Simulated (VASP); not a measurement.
All values below come from HSE06 screened hybrid, VASP's PBE PAW potentials (set 64) (plane waves; VASP).

Input for VASP

### POSCAR
```
BAs
1
    0.0000000000     2.3838904170     2.3838904170
    2.3838904170     0.0000000000     2.3838904170
    2.3838904170     2.3838904170     0.0000000000
B As
1 1
Direct
  0.0000000000   0.0000000000   0.0000000000
  0.2500000000   0.2500000000   0.2500000000
```

INCAR:
```
SYSTEM = BAs
PREC = Accurate
ENCUT = 520
EDIFF = 1E-6
NELM = 60
ALGO = Normal
LREAL = .FALSE.
LASPH = .TRUE.
ISMEAR = 0
SIGMA = 0.05
GGA = PE
HFSCREEN = 0.2
AEXX = 0.25
LHFCALC = .TRUE.
PRECFOCK = Fast
ISYM = 3
LMAXMIX = 4
LWAVE = .FALSE.
LCHARG = .FALSE.
ISIF = 2
```

### KPOINTS
```
Regular mesh
0
G
8 8 8
```

POTCAR, in this order: B As (PBE.64 set). Program: vasp_std. Read from the step before: WAVECAR.

Output of the run:

**OSZICAR**
```
       N       E                     dE             d eps       ncg     rms          rms(c)
DAV:   1    -0.132890786122E+02   -0.13289E+02   -0.49121E-01   576   0.624E+00    0.249E+00
DAV:   2    -0.132908548997E+02   -0.17763E-02   -0.45447E-03   592   0.579E-01    0.162E+00
DAV:   3    -0.132901073242E+02    0.74758E-03   -0.79768E-04   520   0.208E-01    0.947E-01
DAV:   4    -0.132898787547E+02    0.22857E-03   -0.15876E-04   584   0.100E-01    0.544E-01
DAV:   5    -0.132897977666E+02    0.80988E-04   -0.33457E-05   640   0.491E-02    0.309E-01
DAV:   6    -0.132897711800E+02    0.26587E-04   -0.11971E-05   584   0.267E-02    0.175E-01
DAV:   7    -0.132897635072E+02    0.76728E-05   -0.36854E-06   544   0.156E-02    0.987E-02
DAV:   8    -0.132897610660E+02    0.24412E-05   -0.10347E-06   280   0.952E-03    0.561E-02
DAV:   9    -0.132897607363E+02    0.32965E-06   -0.39248E-07   272   0.595E-03
   1 F= -.13289761E+02 E0= -.13289761E+02  d E =-.508262E-11
```

OUTCAR:
```
------------------------ aborting loop because EDIFF is reached ----------------------------------------
  FORCE on cell =-STRESS in cart. coord.  units (eV):
  Direction    XX          YY          ZZ          XY          YZ          ZX
  --------------------------------------------------------------------------------------
  Total        0.0359714      0.0359714      0.0359714     -0.0000000     -0.0000000     -0.0000000
  in kB        2.1270555      2.1270555      2.1270555     -0.0000000     -0.0000000     -0.0000000
  external PRESSURE =       2.1270555 kB  Pullay stress =       0.0000000 kB
  volume of cell :       27.09
      direct lattice vectors                 reciprocal lattice vectors
     0.000000000  2.383890417  2.383890417    -0.209741185  0.209741185  0.209741185
     2.383890417  0.000000000  2.383890417     0.209741185 -0.209741185  0.209741185
     2.383890417  2.383890417  0.000000000     0.209741185  0.209741185 -0.209741185
  FREE ENERGIE OF THE ION-ELECTRON SYSTEM (eV)
  ---------------------------------------------------
  free  energy   TOTEN  =       -13.2897607363 eV

  energy  without entropy=      -13.2897607363  energy(sigma->0) =      -13.28976074

  exchange ACFDT corr.  =         0.00000000  see jH, gK, PRB 81, 115126
```
(Selected blocks of OUTCAR.)

### OUTCAR
```
 val. band max:        5.7696544281   @ k =   0.0000   0.0000   0.0000

 cond. band min:       7.6278515149   @ k =   0.3750   0.3750   0.0000


 Fermi energy:         5.9776045198

 k-point     1 :       0.0000    0.0000    0.0000
  band No.  band energies     occupation
      1     -11.2527      2.00000
      2       5.7697      2.00000
      3       5.7697      2.00000
      4       5.7697      2.00000
      5       9.9042      0.00000
      6       9.9042      0.00000
      7       9.9042      0.00000
      8      11.7372      0.00000

 k-point     2 :       0.1250    0.0000    0.0000
  band No.  band energies     occupation
      1     -10.9688      2.00000
      2       3.6622      2.00000
      3       5.3051      2.00000
      4       5.3051      2.00000
      5      10.0883      0.00000
      6      10.5231      0.00000
      7      10.5231      0.00000
      8      12.9895      0.00000

 k-point     3 :       0.2500    0.0000    0.0000
  band No.  band energies     occupation
      1     -10.1404      2.00000
      2       0.3514      2.00000
      3       4.5237      2.00000
      4       4.5237      2.00000
      5       9.7690      0.00000
      6      11.3871      0.00000
      7      11.3871      0.00000
      8      15.0062      0.00000

 k-point     4 :       0.3750    0.0000    0.0000
  band No.  band energies     occupation
      1      -8.9028      2.00000
      2      -2.5475      2.00000
      3       3.9637      2.00000
      4       3.9637      2.00000
      5       9.4804      0.00000
      6      11.5534      0.00000
      7      11.5534      0.00000
      8      15.8470      0.00000

 k-point     5 :       0.5000    0.0000    0.0000
  band No.  band energies     occupation
      1      -8.0379      2.00000
      2      -3.9840      2.00000
      3       3.7686      2.00000
      4       3.7686      2.00000
      5       9.3790      0.00000
      6      11.4869      0.00000
      7      11.4869      0.00000
...
```

The compound is BAs in the zinc blende structure. This cell is one point of a volume scan, at 0.97 of the reference volume. The cell's shape comes from a PBE relaxation.
